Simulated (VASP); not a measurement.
# Na2Pd3 (Pm-3m) in VASP: further runs

The runs below take Na2Pd3 through single point, relaxation of cell and atoms, with PBE.

Program: VASP 6.6.1. These are calculated values, not measurements. Logs are shortened: lines on timing, memory, paths and dates and some standing lists are left out, and cuts for length are marked.

## (1) The cell of the first run

The structure is cubic, space group Pm-3m (No. 221). The conventional cell has a = 4.842 Å, b = 4.842 Å, c = 4.842 Å, α = 90.00°, β = 90.00°, γ = 90.00°. Na (site symmetry m-3m) is surrounded by 12 Pd at 3.42 Å. Na (site symmetry m-3m) is surrounded by 6 Pd at 2.42 Å. Pd (site symmetry 4/mmm) has 2 Na at 2.42 Å as nearest neighbours.

The cell was built by a generator and needn't be a form met in nature.

## (2) Single point, PBE (random cell by space group and Wyckoff sites (Pm-3m, No. 221))

The input, INCAR:

```
SYSTEM = Na2Pd3
PREC = Accurate
ENCUT = 520
EDIFF = 1E-7
ISMEAR = 0
SIGMA = 0.1
LREAL = .FALSE.
LASPH = .TRUE.
NELM = 100
ALGO = Normal
ISIF = 2
LWAVE = .FALSE.
LCHARG = .FALSE.
GGA = PE
NBANDS = 30
```

The input, KPOINTS:

```
Automatic mesh
0
G
  8 8 8
  0 0 0
```

The input, POSCAR:

```
Na2Pd3
1.0
    4.8417012736      0.0000000000      0.0000000000
    0.0000000000      4.8417012736      0.0000000000
    0.0000000000      0.0000000000      4.8417012736
Na Pd
2 3
Direct
    0.5000000000      0.5000000000      0.5000000000
    0.0000000000      0.0000000000      0.0000000000
    0.5000000000      0.0000000000      0.0000000000
    0.0000000000      0.5000000000      0.0000000000
    0.0000000000      0.0000000000      0.5000000000
```

Potentials or basis: VASP PAW PBE potentials, release 64 (Na_pv, Pd).

The run is started by

```
> cat potpaw_PBE.64/Na_pv/POTCAR potpaw_PBE.64/Pd/POTCAR > POTCAR
> mpirun -np 1 vasp_std > vasp.out
```

OUTCAR:

```text
SYSTEM = Na2Pd3
   PREC = Accurate
   ENCUT = 520
   EDIFF = 1E-7
   ISMEAR = 0
   LREAL = .FALSE.
   LASPH = .TRUE.
   NELM = 100
   ISIF = 2
   GGA = PE

 ion  position               nearest neighbor table
   1  0.500  0.500  0.500-
   2  0.000  0.000  0.000-   3 2.42   4 2.42   5 2.42   5 2.42   4 2.42   3 2.42
   3  0.500  0.000  0.000-   2 2.42   2 2.42   5 3.42   5 3.42   4 3.42   4 3.42   4 3.42   5 3.42
                             5 3.42   4 3.42
   4  0.000  0.500  0.000-   2 2.42   2 2.42   5 3.42   5 3.42   3 3.42   3 3.42   5 3.42   5 3.42
                             3 3.42   3 3.42
   5  0.000  0.000  0.500-   2 2.42   2 2.42   4 3.42   3 3.42   3 3.42   4 3.42   4 3.42   4 3.42
                             3 3.42   3 3.42

  LATTYP: Found a simple cubic cell.
 ALAT       =     4.8417012736

  Lattice vectors:

 A1 = (   4.8417012736,   0.0000000000,   0.0000000000)
 A2 = (   0.0000000000,   4.8417012736,   0.0000000000)
 A3 = (   0.0000000000,   0.0000000000,   4.8417012736)

Analysis of symmetry for initial positions (statically):
=====================================================================
 Subroutine PRICEL returns:
 Original cell was already a primitive cell.

 Routine SETGRP: Setting up the symmetry group for a
 simple cubic supercell.

 Subroutine GETGRP returns: Found 48 space group operations
 (whereof 48 operations were pure point group operations)
 out of a pool of 48 trial point group operations.

The static configuration has the point symmetry O_h .

Analysis of symmetry for dynamics (positions and initial velocities):
=====================================================================
 Subroutine PRICEL returns:
 Original cell was already a primitive cell.

 Routine SETGRP: Setting up the symmetry group for a
 simple cubic supercell.

 Subroutine GETGRP returns: Found 48 space group operations
 (whereof 48 operations were pure point group operations)
 out of a pool of 48 trial point group operations.

The dynamic configuration has the point symmetry O_h .

 Subroutine INISYM returns: Found 48 space group operations
 (whereof 48 operations are pure point group operations),
 and found     1 'primitive' translations

----------------------------------------------------------------------------------------

                                     Primitive cell

  volume of cell :     113.4995

  direct lattice vectors                    reciprocal lattice vectors
     4.841701274  0.000000000  0.000000000     0.206538971  0.000000000  0.000000000
     0.000000000  4.841701274  0.000000000     0.000000000  0.206538971  0.000000000
     0.000000000  0.000000000  4.841701274     0.000000000  0.000000000  0.206538971

  length of vectors
     4.841701274  4.841701274  4.841701274     0.206538971  0.206538971  0.206538971

  position of ions in fractional coordinates (direct lattice)
     0.500000000  0.500000000  0.500000000
     0.000000000  0.000000000  0.000000000
     0.500000000  0.000000000  0.000000000
     0.000000000  0.500000000  0.000000000
     0.000000000  0.000000000  0.500000000

  ion indices of the primitive-cell ions
   primitive index   ion index
                 1           1
                 2           2
                 3           3
                 4           4
                 5           5

----------------------------------------------------------------------------------------

 KPOINTS: Automatic mesh

Automatic generation of k-mesh.
 Grid dimensions read from file:
 generate k-points for:    8    8    8

 Generating k-lattice:

  Cartesian coordinates                     Fractional coordinates (reciprocal lattice)
     0.025817371  0.000000000  0.000000000     0.125000000  0.000000000  0.000000000
     0.000000000  0.025817371  0.000000000     0.000000000  0.125000000  0.000000000
     0.000000000  0.000000000  0.025817371     0.000000000  0.000000000  0.125000000

  Length of vectors
     0.025817371  0.025817371  0.025817371

  Shift w.r.t. Gamma in fractional coordinates (k-lattice)
     0.000000000  0.000000000  0.000000000

 Subroutine IBZKPT returns following result:
 ===========================================

 Found     35 irreducible k-points:

 Following reciprocal coordinates:
            Coordinates               Weight
  0.000000  0.000000  0.000000      1.000000
  0.125000  0.000000  0.000000      6.000000
  0.250000  0.000000  0.000000      6.000000
  0.375000  0.000000  0.000000      6.000000
  0.500000  0.000000  0.000000      3.000000
  0.125000  0.125000  0.000000     12.000000
[... 16 lines left out ...]
  0.375000  0.375000  0.125000     24.000000
  0.500000  0.375000  0.125000     24.000000
 [... further k-points ...]
   k-points           NKPTS =     35   k-points in BZ     NKDIM =     35   number of bands    NBANDS=     30
   number of dos      NEDOS =    301   number of ions     NIONS =      5
   total plane-waves  NPLWV =  46656
   dimension x,y,z NGX =    36 NGY =   36 NGZ =   36
   dimension x,y,z NGXF=    72 NGYF=   72 NGZF=   72
   ions per type =               2   3
   NGX,Y,Z   is equivalent  to a cutoff of  12.36, 12.36, 12.36 a.u.
   NGXF,Y,Z  is equivalent  to a cutoff of  24.72, 24.72, 24.72 a.u.
 SYSTEM =  Na2Pd3
   PREC   = accura    normal or accurate (medium, high low for compatibility)
   ISTART =      0    job   : 0-new  1-cont  2-samecut
   ICHARG =      2    charge: 1-file 2-atom 10-const
   ISPIN  =      1    spin polarized calculation?
   LNONCOLLINEAR =      F non collinear calculations
   LSORBIT =      F    spin-orbit coupling
   LASPH  =      T    aspherical Exc in radial PAW
   ENCUT  =  520.0 eV  38.22 Ry    6.18 a.u.   9.00  9.00  9.00*2*pi/ulx,y,z
   NELM   =    100;   NELMIN=  2; NELMDL= -5     # of ELM steps
   EDIFF  = 0.1E-06   stopping-criterion for ELM
   LREAL  =      F    real-space projection
   EDIFFG = 0.1E-05   stopping-criterion for IOM
   NSW    =      0    number of steps for IOM
   IBRION =     -1    ionic relax: 0-MD 1-quasi-New 2-CG
   NFREE  =      0    steps in history (QN), initial steepest desc. (CG)
   ISIF   =      2    stress and relaxation
   ISYM   =      2    0-nonsym 1-usesym 2-fastsym
   POTIM  = 0.5000    time-step for ionic-motion
   TEBEG  =    0.0;   TEEND  =   0.0 temperature during run
   PSTRESS=    0.0 pullay stress
   NELECT =      44.0000    total number of electrons
   NUPDOWN=      -1.0000    fix difference up-down
   EMIN   =  10.00;   EMAX   =-10.00  energy-range for DOS
   EFERMI =   0.00;   METHOD = LEGACY
   ISMEAR =     0;   SIGMA  =   0.10  broadening in eV -4-tet -1-fermi 0-gaus
   EFERMI_NEDOS =   21; number of points for ismear=-14 and -15
   IALGO  =     38    algorithm
   IMIX   =      4    mixing-type and parameters
     AMIX     =   0.40;   BMIX     =  1.00
     AMIX_MAG =   1.60;   BMIX_MAG =  1.00
  volume/ion in A,a.u.               =      22.70       153.19
  Fermi-wavevector in a.u.,A,eV,Ry     =   1.193698  2.255762 19.387138  1.424914
  Thomas-Fermi vector in A             =   2.329706
   LORBIT       =      0    0 simple, 1 ext, 2 COOP (PROOUT), +10 PAW based schemes
   GGA     = PE    functional components
   LHFCALC =     F    Hartree Fock is set to
   AEXX    =    0.0000 exact exchange contribution
   IVDW    =     0    specifies the selected vdW correction
   LEPSILON=     F    determine dielectric tensor
   LRPA    =     F    only Hartree local field effects (RPA)
 non-spin polarized calculation
 Gauss-broadening in eV      SIGMA  =   0.10
  energy-cutoff  :      520.00
  volume of cell :      113.50
 maximum number of plane-waves:      3112
   NGX = 19   NGY = 19   NGZ = 19

 number of electron      43.9999930 magnetization

 Free energy of the ion-electron system (eV)
  ---------------------------------------------------
  ext. energy  EPLUGINS =         0.00000000
  ---------------------------------------------------
  free energy    TOTEN  =       -14.78180504 eV

  energy without entropy =      -14.76838117  energy(sigma->0) =      -14.77509311

 E-fermi :   2.5539     XC(G=0):  -9.3505

 val. band max:        2.5213582726   @ k =   0.0000   0.0000   0.0000
 cond. band min:       2.5966259182   @ k =   0.3750   0.1250   0.0000
 fundamental gap:      0.0752676456
 Fermi energy:         2.5539019681

 k-point     1 :       0.0000    0.0000    0.0000
  band No.  band energies     occupation
      1     -20.5602      2.00000
      2     -20.5602      2.00000
      3     -20.5602      2.00000
      4     -20.2531      2.00000
      5     -20.2531      2.00000
      6     -20.2531      2.00000
[... 22 lines left out ...]
     29      11.7760      0.00000
     30      11.7760      0.00000

 k-point     2 :       0.1250    0.0000    0.0000
  band No.  band energies     occupation
      1     -20.5604      2.00000
      2     -20.5602      2.00000
      3     -20.5602      2.00000
      4     -20.2574      2.00000
      5     -20.2533      2.00000
      6     -20.2533      2.00000
[... 22 lines left out ...]
     29      11.1281      0.00000
     30      11.3183      0.00000

 k-point     3 :       0.2500    0.0000    0.0000
  band No.  band energies     occupation
      1     -20.5608      2.00000
      2     -20.5602      2.00000
      3     -20.5602      2.00000
      4     -20.2677      2.00000
      5     -20.2536      2.00000
      6     -20.2536      2.00000
[... 22 lines left out ...]
     29      10.3062      0.00000
     30      10.3062      0.00000

 k-point     4 :       0.3750    0.0000    0.0000
  band No.  band energies     occupation
      1     -20.5612      2.00000
      2     -20.5602      2.00000
      3     -20.5602      2.00000
      4     -20.2779      2.00000
      5     -20.2540      2.00000
      6     -20.2540      2.00000
[... 22 lines left out ...]
     29       9.2969      0.00000
     30       9.2969      0.00000

 k-point     5 :       0.5000    0.0000    0.0000
  band No.  band energies     occupation
      1     -20.5613      2.00000
      2     -20.5601      2.00000
      3     -20.5601      2.00000
      4     -20.2822      2.00000
      5     -20.2542      2.00000
      6     -20.2542      2.00000
[... 22 lines left out ...]
     29       8.8951      0.00000
     30       9.2892      0.00000
[... 526 lines left out ...]
     29      10.1103      0.00000
     30      11.2965      0.00000

 k-point    22 :       0.5000    0.2500    0.1250
  band No.  band energies     occupation
      1     -20.5613      2.00000
      2     -20.5607      2.00000
      3     -20.5603      2.00000
      4     -20.2828      2.00000
      5     -20.2688      2.00000
      6     -20.2589      2.00000
[... 22 lines left out ...]
     29      10.5859      0.00000
     30      10.8201      0.00000

 k-point    23 :       0.3750    0.3750    0.1250
  band No.  band energies     occupation
      1     -20.5611      2.00000
      2     -20.5610      2.00000
      3     -20.5603      2.00000
      4     -20.2790      2.00000
      5     -20.2789      2.00000
      6     -20.2592      2.00000
[... 22 lines left out ...]
     29      10.3418      0.00000
     30      11.0591      0.00000

 k-point    24 :       0.5000    0.3750    0.1250
  band No.  band energies     occupation
      1     -20.5612      2.00000
      2     -20.5610      2.00000
      3     -20.5603      2.00000
      4     -20.2832      2.00000
      5     -20.2791      2.00000
      6     -20.2593      2.00000
[... 22 lines left out ...]
     29      10.4168      0.00000
     30      10.9346      0.00000

 [... further k-points ...]

------------------------ aborting loop because EDIFF is reached ----------------------------------------

  FORCE on cell =-STRESS in cart. coord.  units (eV):
  Direction    XX          YY          ZZ          XY          YZ          ZX
  --------------------------------------------------------------------------------------
  -------------------------------------------------------------------------------------
  Total        0.0206165      0.0206165      0.0206165     -0.0000000     -0.0000000     -0.0000000
  in kB        0.2910261      0.2910261      0.2910261     -0.0000000     -0.0000000     -0.0000000
  external PRESSURE =       0.2910261 kB  Pullay stress =       0.0000000 kB

 VOLUME and BASIS-vectors are now :
 -----------------------------------------------------------------------------
  energy-cutoff  :      520.00
  volume of cell :      113.50
      direct lattice vectors                 reciprocal lattice vectors
     4.841701274  0.000000000  0.000000000     0.206538971  0.000000000  0.000000000
     0.000000000  4.841701274  0.000000000     0.000000000  0.206538971  0.000000000
     0.000000000  0.000000000  4.841701274     0.000000000  0.000000000  0.206538971

 POSITION                                       TOTAL-FORCE (eV/Angst)
 -----------------------------------------------------------------------------------
      2.42085      2.42085      2.42085         0.000000      0.000000      0.000000
      0.00000      0.00000      0.00000         0.000000      0.000000      0.000000
      2.42085      0.00000      0.00000         0.000000      0.000000      0.000000
      0.00000      2.42085      0.00000         0.000000      0.000000      0.000000
      0.00000      0.00000      2.42085         0.000000      0.000000      0.000000
 -----------------------------------------------------------------------------------
    total drift:                                0.000000      0.000000     -0.000000

  FREE ENERGIE OF THE ION-ELECTRON SYSTEM (eV)
  ---------------------------------------------------
  free  energy   TOTEN  =       -14.7818050428 eV

  energy  without entropy=      -14.7683811744  energy(sigma->0) =      -14.77509311
```

Wall time 30 s (1 thread of Intel Xeon 6975P-C (Granite Rapids), shared host); peak memory 0.25 GiB.

Results:

```yaml
Free_energy: -14.7818 eV
Pressure: 0.0 GPa
Band_gap_on_the_k_mesh: none (metal or under the smearing width)
```

## (3) Relaxation of cell and atoms, PBE (random cell by space group and Wyckoff sites (Pm-3m, No. 221))

The input, INCAR:

```
SYSTEM = Na2Pd3
PREC = Accurate ; ENCUT = 600
EDIFF = 1E-6 ; ISMEAR = 0
SIGMA = 0.1 ; LREAL = .False.
LASPH = .True. ; NELM = 60
ALGO = Normal ; ISIF = 3
LWAVE = .False. ; LCHARG = .False.
GGA = PE ; IBRION = 2
NSW = 100 ; EDIFFG = -0.01
```

The input, KPOINTS:

```
regular mesh
0
Gamma
  8 8 8
  0 0 0
```

Edit POSCAR of step 2 so:

```diff
@@ -2,5 +2,5 @@
 1.0
-    4.8417012736      0.0000000000      0.0000000000
-    0.0000000000      4.8417012736      0.0000000000
-    0.0000000000      0.0000000000      4.8417012736
+    4.8434139530      0.0000000000      0.0000000000
+    0.0000000000      4.8434139530      0.0000000000
+    0.0000000000      0.0000000000      4.8434139530
 Na Pd
```

Potentials or basis: VASP PAW PBE potentials, release 64 (Na_pv, Pd).

The run is started by

```
> cat potpaw_PBE.64/Na_pv/POTCAR potpaw_PBE.64/Pd/POTCAR > POTCAR
> mpirun -np 1 vasp_std > vasp.out
```

Run time: 38 s. Hardware: 1 thread of Intel Xeon 6975P-C (Granite Rapids), shared host; peak memory 0.3 GiB.

Results (log left out):

* Free energy: -14.7816 eV
* Pressure after relaxing: 0.0 GPa
* Band gap on the k mesh: none (metal or under the smearing width)

Final structure:
```
CELL_PARAMETERS angstrom
4.84341 0.00000 0.00000
0.00000 4.84341 0.00000
0.00000 0.00000 4.84341
ATOMIC_POSITIONS crystal
Na 0.50000 0.50000 0.50000
Na 0.00000 0.00000 0.00000
Pd 0.50000 0.00000 0.00000
Pd 0.00000 0.50000 0.00000
Pd 0.00000 0.00000 0.50000
```

Levels at points of the mesh, in eV from the Fermi level:
| k point | band 18 | band 19 | band 20 | band 21 | band 22 | band 23 | band 24 | band 25 | band 26 |
| --- | --- | --- | --- | --- | --- | --- | --- | --- | --- |
| (0.00, 0.00, 0.00) | -0.64 | -0.11 | -0.11 | -0.11 | -0.03 | 2.94 | 2.94 | 2.94 | 4.41 |
| (0.50, 0.00, 0.00) | -0.75 | -0.67 | -0.62 | -0.62 | -0.41 | -0.11 | 4.82 | 4.82 | 4.91 |
| (0.50, 0.50, 0.00) | -0.86 | -0.68 | -0.66 | -0.42 | -0.06 | 1.09 | 1.09 | 1.47 | 6.80 |
| (0.50, 0.50, 0.50) | -0.45 | -0.13 | -0.13 | -0.13 | 1.65 | 1.84 | 1.84 | 1.84 | 2.64 |

Caveat: the relaxation stopped at its first step, so nothing moved.

## (4) Single point, PBE (random cell by space group and Wyckoff sites (Pm-3m, No. 221))

The input, INCAR:

```
SYSTEM = Na2Pd3
ALGO = Normal ; EDIFF = 1E-6
ENCUT = 520 ; GGA = PE
ISIF = 2 ; ISMEAR = 0
LASPH = .True. ; LCHARG = .False.
LREAL = .False. ; LWAVE = .False.
NBANDS = 30 ; NELM = 80
PREC = Accurate ; SIGMA = 0.1
```

The input, KPOINTS:

```
k-points
0
Gamma
  4 4 4
  0 0 0
```

POSCAR is that of step 3.

The run is started by

```
> cat potpaw_PBE.64/Na_pv/POTCAR potpaw_PBE.64/Pd/POTCAR > POTCAR
> mpirun -np 1 vasp_std > vasp.out
```

Wall time 11 s (1 thread of Intel Xeon 6975P-C (Granite Rapids), shared host); peak memory 0.2 GiB.

Results (log left out):

```yaml
Free_energy: -14.7505 eV
Pressure: 0.1 GPa
Band_gap_on_the_k_mesh: none (metal or under the smearing width)
```

Levels at points of the mesh, in eV from the Fermi level:
| k point | band 18 | band 19 | band 20 | band 21 | band 22 | band 23 | band 24 | band 25 | band 26 | band 27 |
| --- | --- | --- | --- | --- | --- | --- | --- | --- | --- | --- |
| (0.00, 0.00, 0.00) | -0.60 | -0.08 | -0.08 | -0.08 | 0.00 | 2.99 | 2.99 | 2.99 | 4.46 | 4.46 |
| (0.50, 0.00, 0.00) | -0.72 | -0.63 | -0.58 | -0.58 | -0.38 | -0.08 | 4.86 | 4.86 | 4.95 | 6.21 |
| (0.50, 0.50, 0.00) | -0.82 | -0.65 | -0.63 | -0.39 | -0.02 | 1.13 | 1.13 | 1.51 | 6.84 | 6.84 |
| (0.50, 0.50, 0.50) | -0.41 | -0.10 | -0.10 | -0.10 | 1.70 | 1.89 | 1.89 | 1.89 | 2.67 | 2.67 |

## (5) Relaxation of cell and atoms, PBE (random cell by space group and Wyckoff sites (Pm-3m, No. 221))

The input, INCAR:

```
SYSTEM = Na2Pd3
PREC = Accurate ; ENCUT = 600
EDIFF = 1E-7 ; ISMEAR = 0
SIGMA = 0.1 ; LREAL = .False.
LASPH = .True. ; NELM = 100
ALGO = Fast ; ISIF = 3
LWAVE = .False. ; LCHARG = .False.
GGA = PE ; IBRION = 2
NSW = 90 ; EDIFFG = -0.04
```

The input, KPOINTS:

```
Automatic mesh
0
Gamma
  4 4 4
  0 0 0
```

Edit POSCAR of step 4 so:

```diff
@@ -2,5 +2,5 @@
 1.0
-    4.8434139530      0.0000000000      0.0000000000
-    0.0000000000      4.8434139530      0.0000000000
-    0.0000000000      0.0000000000      4.8434139530
+    4.6418307800      0.0000000000      0.0000000000
+    0.0000000000      4.6418307800      0.0000000000
+    0.0000000000      0.0000000000      4.6418307800
 Na Pd
```

The run is started by

```
> cat potpaw_PBE.64/Na_pv/POTCAR potpaw_PBE.64/Pd/POTCAR > POTCAR
> mpirun -np 1 vasp_std > vasp.out
```

Run time: 45 s. Hardware: 1 thread of Intel Xeon 6975P-C (Granite Rapids), shared host; peak memory 0.25 GiB.

It converged, with:

* Free energy: -14.7452 eV
* Relaxed volume: 22.83 Å³/atom
* Relaxed cell: a = 4.851 Å, b = 4.851 Å, c = 4.851 Å, α = 90.00°, β = 90.00°, γ = 90.00°
* Space group after relaxing (to 0.05 Å): Pm-3m (No. 221)
* Energy gained by relaxing: 42.3 meV/atom
* Ionic steps: 3
* Pressure after relaxing: -0.1 GPa
* Band gap on the k mesh: none (metal or under the smearing width)

The path:
| step | energy change (eV) | largest force (eV/Å) | pressure (GPa) | volume (Å³) |
| --- | --- | --- | --- | --- |
| 1 | 0.0000 | 0.0000 | 5.61 | 100.02 |
| 2 | -0.2019 | 0.0000 | 0.98 | 110.51 |
| 3 | -0.2117 | 0.0000 | -0.12 | 114.17 |

Final structure:
```cif
data_structure
_symmetry_space_group_name_H-M 'P 1'
_symmetry_Int_Tables_number 1
_cell_length_a 4.8512
_cell_length_b 4.8512
_cell_length_c 4.8512
_cell_angle_alpha 90.000
_cell_angle_beta 90.000
_cell_angle_gamma 90.000
_cell_volume 114.17
loop_
_atom_site_label
_atom_site_type_symbol
_atom_site_fract_x
_atom_site_fract_y
_atom_site_fract_z
_atom_site_occupancy
Na1 Na 0.50000 0.50000 0.50000 1
Na2 Na 0.00000 0.00000 0.00000 1
Pd1 Pd 0.50000 0.00000 0.00000 1
Pd2 Pd 0.00000 0.50000 0.00000 1
Pd3 Pd 0.00000 0.00000 0.50000 1
```

Levels at points of the mesh, in eV from the Fermi level:
```
           k point  band 20  band 21  band 22  band 23  band 24  band 25
(0.00, 0.00, 0.00)    -0.08    -0.08     0.00     2.98     2.98     2.98
(0.50, 0.00, 0.00)    -0.58    -0.58    -0.37    -0.08     4.85     4.85
(0.50, 0.50, 0.00)    -0.62    -0.39    -0.02     1.12     1.12     1.51
(0.50, 0.50, 0.50)    -0.10    -0.10     1.69     1.89     1.89     1.89
```

[end of part 1 of 2]
